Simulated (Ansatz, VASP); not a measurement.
# Cross-check of GePbO3 between VASP and Ansatz, part 2 of 3

Wanted: the spread between two codes on one cell, functional and k mesh. The cell is taken from a series of runs on this material, whose earlier steps may have relaxed, scaled, displaced or heated it; both programs get it as it stands.

VASP 6.6.1 and Ansatz 0.2.0.

So far: The starting structure; Ansatz: zone-centre phonons, PBEsol.

**3. VASP: zone-centre phonons, PBEsol**

Level of this step: PBEsol; plane waves and PAW (Ge_d, Pb_d, O) (VASP).

The same cell, functional, mesh and smearing now go to VASP, with its own data sets.

Lines of VASP's logs that name or quote its potential files are left out, and so is its time.

INCAR

```
SYSTEM = GePbO3
PREC = Accurate
ENCUT = 600
EDIFF = 1E-08
NELM = 120
ISMEAR = 1
SIGMA = 0.2
LREAL = .FALSE.
ALGO = Normal
GGA = PS
NBANDS = 29
LORBIT = 11
LWAVE = .FALSE.
LCHARG = .FALSE.
ISIF = 2
IBRION = 8
LASPH = .TRUE.
GGA_COMPAT = .FALSE.
KPAR = 2
```

POSCAR

```
GePbO3
1.0
    3.8407227152      0.0000000000      0.0000000000
    0.0000000000      3.8407227152      0.0000000000
    0.0000000000      0.0000000000      3.8407227152
Ge Pb O
1 1 3
Direct
    0.5000000000      0.5000000000      0.5000000000
    0.0000000000      0.0000000000      0.0000000000
    0.0000000000      0.5000000000      0.5000000000
    0.5000000000      0.5000000000      0.0000000000
    0.5000000000      0.0000000000      0.5000000000
```

KPOINTS

```
Automatic mesh
0
Gamma
12 12 12
0 0 0
```

PAW data sets: Ge_d, Pb_d and O (PBE family, release 64).

Started as:

```
$ mpirun -np 2 vasp_std
```

Log:

```text
[banner, memory and clock lines left out]
running    2 mpi-ranks, on    1 nodes
 distrk:  each k-point on    1 cores,    2 groups
 distr:  one band on    1 cores,    1 groups

 POSCAR found type information on POSCAR GePbO
 POSCAR found :  3 types and       5 ions
|                                                                             |
|               ----> ADVICE to this user running VASP <----                  |
|                                                                             |
|     You enforced a specific xc type in the INCAR file but a different       |
|     [... a line on the potential file left out ...]
|     I HOPE YOU KNOW WHAT YOU ARE DOING!                                     |
|                                                                             |

 LDA part: xc-table for (Slater+PW92), standard interpolation
 POSCAR, INCAR and KPOINTS ok, starting setup
 FFT: planning ... GRIDC
 FFT: planning ... GRID_SOFT
 FFT: planning ... GRID
 WAVECAR not read
 entering main loop
       N       E                     dE             d eps       ncg     rms          rms(c)
DAV:   1     0.572869665496E+03    0.57287E+03   -0.24986E+04  5925   0.369E+03
DAV:   2     0.589787970240E+02   -0.51389E+03   -0.48827E+03  5128   0.842E+02
DAV:   3    -0.306372697291E+02   -0.89616E+02   -0.87093E+02  5707   0.242E+02
DAV:   4    -0.356026666893E+02   -0.49654E+01   -0.49357E+01  5858   0.610E+01
DAV:   5    -0.357487610894E+02   -0.14609E+00   -0.14597E+00  6563   0.105E+01    0.120E+01
DAV:   6    -0.316670249303E+02    0.40817E+01   -0.15775E+01  6881   0.575E+01    0.405E+00
DAV:   7    -0.316489001352E+02    0.18125E-01   -0.10551E+00  5572   0.697E+00    0.233E+00
DAV:   8    -0.316045232179E+02    0.44377E-01   -0.18521E-01  6151   0.416E+00    0.548E-01
DAV:   9    -0.315971632998E+02    0.73599E-02   -0.35987E-02  7478   0.222E+00    0.127E-01
DAV:  10    -0.315974449526E+02   -0.28165E-03   -0.28235E-03  5687   0.411E-01    0.458E-02
DAV:  11    -0.315974681199E+02   -0.23167E-04   -0.10354E-04  7066   0.933E-02    0.167E-02
DAV:  12    -0.315974681907E+02   -0.70743E-07   -0.51124E-06  6614   0.306E-02    0.768E-03
DAV:  13    -0.315974669162E+02    0.12745E-05   -0.42985E-06  7643   0.208E-02    0.642E-04
DAV:  14    -0.315974668207E+02    0.95547E-07   -0.30165E-07  5876   0.601E-03    0.477E-04
DAV:  15    -0.315974668308E+02   -0.10182E-07   -0.71559E-09  3750   0.115E-03    0.219E-04
DAV:  16    -0.315974668302E+02    0.60845E-09   -0.89750E-09  3555   0.834E-04
   1 F= -.31597467E+02 E0= -.31598772E+02  d E =0.391695E-02
 Linear response reoptimize wavefunctions to high precision
DAV:   1    -0.315974668253E+02    0.49477E-08   -0.28039E-09  3554   0.820E-04
DAV:   2    -0.315974668253E+02   -0.30923E-10   -0.43941E-10  3266   0.208E-04
 Linear response DOF=           4
 Linear response progress:
  Degree of freedom:   1/  4
       N       E                     dE             d eps       ncg     rms          rms(c)
RMM:   1    -0.188314435858E+00   -0.18831E+00    0.85533E+00 12881   0.508E+01
RMM:   2    -0.193755611354E+00   -0.54412E-02   -0.16162E-02 22022   0.844E-01    0.944E-02
RMM:   3    -0.193475775216E+00    0.27984E-03   -0.97156E-04 23599   0.244E-01    0.571E-02
RMM:   4    -0.192995706770E+00    0.48007E-03   -0.17956E-04 24004   0.997E-02    0.808E-03
RMM:   5    -0.192930027308E+00    0.65679E-04   -0.36253E-05 24306   0.400E-02    0.275E-03
RMM:   6    -0.192912934270E+00    0.17093E-04   -0.10189E-05 25119   0.183E-02    0.612E-04
RMM:   7    -0.192914019561E+00   -0.10853E-05   -0.21758E-06 25330   0.756E-03    0.383E-04
RMM:   8    -0.192917077760E+00   -0.30582E-05   -0.64732E-07 25356   0.363E-03    0.779E-05
RMM:   9    -0.192917239144E+00   -0.16138E-06   -0.27889E-07 25965   0.184E-03    0.815E-05
RMM:  10    -0.192917567763E+00   -0.32862E-06   -0.16395E-07 26372   0.106E-03    0.340E-05
RMM:  11    -0.192917728318E+00   -0.16056E-06   -0.12576E-07 26560   0.703E-04    0.221E-05
RMM:  12    -0.192917877295E+00   -0.14898E-06   -0.13991E-07 26462   0.516E-04    0.321E-06
RMM:  13    -0.192917901088E+00   -0.23794E-07   -0.10155E-07 27241   0.408E-04    0.742E-06
RMM:  14    -0.192917916264E+00   -0.15175E-07   -0.81309E-08 27000   0.341E-04    0.876E-06
RMM:  15    -0.192917812368E+00    0.10390E-06    0.11335E-08 27086   0.303E-04    0.350E-05
RMM:  16    -0.192917910714E+00   -0.98345E-07   -0.10712E-07 27047   0.273E-04    0.166E-05
RMM:  17    -0.192917926283E+00   -0.15570E-07   -0.67735E-08 27326   0.252E-04    0.154E-05
RMM:  18    -0.192917923504E+00    0.27793E-08   -0.12271E-07 25286   0.237E-04    0.173E-05
RMM:  19    -0.192917932043E+00   -0.85387E-08   -0.67055E-08 25649   0.225E-04    0.161E-05
 first order change of Fermi-energy   0.10022E-03
 force on displaced ion       1 direction 1 : -10.054  -0.000   0.000
 Linear response progress:
  Degree of freedom:   2/  4
       N       E                     dE             d eps       ncg     rms          rms(c)
RMM:   1    -0.331674203571E+00   -0.33167E+00   -0.18005E-01 16456   0.372E+00
RMM:   2    -0.333492712410E+00   -0.18185E-02   -0.22106E-02 21722   0.952E-01    0.437E-02
RMM:   3    -0.333168502110E+00    0.32421E-03   -0.10391E-03 22555   0.225E-01    0.236E-02
RMM:   4    -0.332732361978E+00    0.43614E-03   -0.16023E-04 23185   0.835E-02    0.581E-03
RMM:   5    -0.332642821092E+00    0.89541E-04   -0.36242E-05 23531   0.368E-02    0.162E-03
RMM:   6    -0.332658163875E+00   -0.15343E-04   -0.74213E-06 23950   0.156E-02    0.766E-04
RMM:   7    -0.332663425833E+00   -0.52620E-05   -0.13955E-06 23119   0.661E-03    0.331E-04
RMM:   8    -0.332669459732E+00   -0.60339E-05   -0.42197E-07 23964   0.327E-03    0.441E-05
RMM:   9    -0.332669782380E+00   -0.32265E-06   -0.17174E-07 23960   0.167E-03    0.287E-05
RMM:  10    -0.332670243796E+00   -0.46142E-06   -0.94574E-08 24395   0.974E-04    0.967E-06
RMM:  11    -0.332670473450E+00   -0.22965E-06   -0.70930E-08 24761   0.651E-04    0.952E-06
RMM:  12    -0.332670294424E+00    0.17903E-06   -0.54144E-08 25094   0.492E-04    0.265E-06
RMM:  13    -0.332670303144E+00   -0.87203E-08   -0.64304E-08 24741   0.414E-04    0.120E-06
 first order change of Fermi-energy  -0.95612E-04
 force on displaced ion       2 direction 1 :  -2.529   0.000  -0.000
 Linear response progress:
  Degree of freedom:   3/  4
       N       E                     dE             d eps       ncg     rms          rms(c)
RMM:   1    -0.370862226491E+00   -0.37086E+00    0.40703E-01 23504   0.309E+00
RMM:   2    -0.363841875024E+00    0.70204E-02   -0.17365E-02 22743   0.886E-01    0.199E-01
RMM:   3    -0.364825259714E+00   -0.98338E-03   -0.33479E-03 22928   0.363E-01    0.104E-01
RMM:   4    -0.366333011748E+00   -0.15078E-02   -0.15557E-03 23513   0.225E-01    0.245E-02
RMM:   5    -0.366207626563E+00    0.12539E-03   -0.23552E-04 23059   0.951E-02    0.366E-03
RMM:   6    -0.366276671818E+00   -0.69045E-04   -0.53302E-05 23725   0.364E-02    0.170E-03
RMM:   7    -0.366277077114E+00   -0.40530E-06   -0.10111E-05 23519   0.163E-02    0.426E-04
RMM:   8    -0.366281584903E+00   -0.45078E-05   -0.18221E-06 23767   0.648E-03    0.345E-04
RMM:   9    -0.366283126992E+00   -0.15421E-05   -0.36164E-07 24101   0.285E-03    0.352E-05
RMM:  10    -0.366283758852E+00   -0.63186E-06   -0.74786E-08 24576   0.117E-03    0.164E-05
RMM:  11    -0.366283617645E+00    0.14121E-06   -0.30162E-08 25342   0.586E-04    0.129E-05
RMM:  12    -0.366283632775E+00   -0.15130E-07   -0.21929E-08 25579   0.367E-04    0.621E-06
RMM:  13    -0.366283653731E+00   -0.20957E-07   -0.22462E-08 25740   0.294E-04    0.150E-06
RMM:  14    -0.366283663747E+00   -0.10015E-07   -0.21026E-08 24422   0.267E-04    0.119E-06
RMM:  15    -0.366283660813E+00    0.29339E-08   -0.21900E-08 23887   0.257E-04    0.906E-07
 first order change of Fermi-energy  -0.17780E-03
 force on displaced ion       3 direction 1 : -15.606  -0.000   0.000
 Linear response progress:
  Degree of freedom:   4/  4
       N       E                     dE             d eps       ncg     rms          rms(c)
RMM:   1    -0.375186719189E+00   -0.37519E+00    0.23725E-01 43179   0.267E+00
RMM:   2    -0.367081832895E+00    0.81049E-02   -0.16315E-02 38791   0.780E-01    0.128E-01
RMM:   3    -0.368389313541E+00   -0.13075E-02   -0.31664E-03 39840   0.354E-01    0.716E-02
RMM:   4    -0.370121983481E+00   -0.17327E-02   -0.90105E-04 39348   0.154E-01    0.183E-02
RMM:   5    -0.370022899510E+00    0.99084E-04   -0.11799E-04 41794   0.628E-02    0.583E-03
RMM:   6    -0.370090602217E+00   -0.67703E-04   -0.23484E-05 42486   0.244E-02    0.144E-03
RMM:   7    -0.370105906237E+00   -0.15304E-04   -0.44108E-06 41676   0.966E-03    0.373E-04
RMM:   8    -0.370101745510E+00    0.41607E-05   -0.68855E-07 43714   0.370E-03    0.159E-04
RMM:   9    -0.370101238156E+00    0.50735E-06   -0.12972E-07 42887   0.147E-03    0.298E-05
RMM:  10    -0.370101344280E+00   -0.10612E-06   -0.56312E-08 44242   0.671E-04    0.184E-05
RMM:  11    -0.370101481618E+00   -0.13734E-06   -0.45019E-08 44624   0.371E-04    0.738E-06
RMM:  12    -0.370101587003E+00   -0.10538E-06   -0.51184E-08 45628   0.264E-04    0.184E-06
RMM:  13    -0.370101569433E+00    0.17570E-07   -0.49997E-08 43902   0.221E-04    0.114E-06
RMM:  14    -0.370101573851E+00   -0.44178E-08   -0.42025E-08 41596   0.205E-04    0.343E-07
 first order change of Fermi-energy   0.54773E-04
 force on displaced ion       3 direction 2 :   0.000  -3.591   0.000
 Linear response finished
```

[end of part 2 of 3]

[Lines on the potential files, build, host, timing and source positions are cut from VASP's logs without a mark.]

[Logs are printed without paths, hosts, clocks, repeated set-up lines and the standing remarks that a program may print on its own settings, such as how far it seeks lower states.]

[Hosts, paths, dates, database ids (printed as entryN), source tags and the programs' standing remarks are cut or masked in the printed files.]
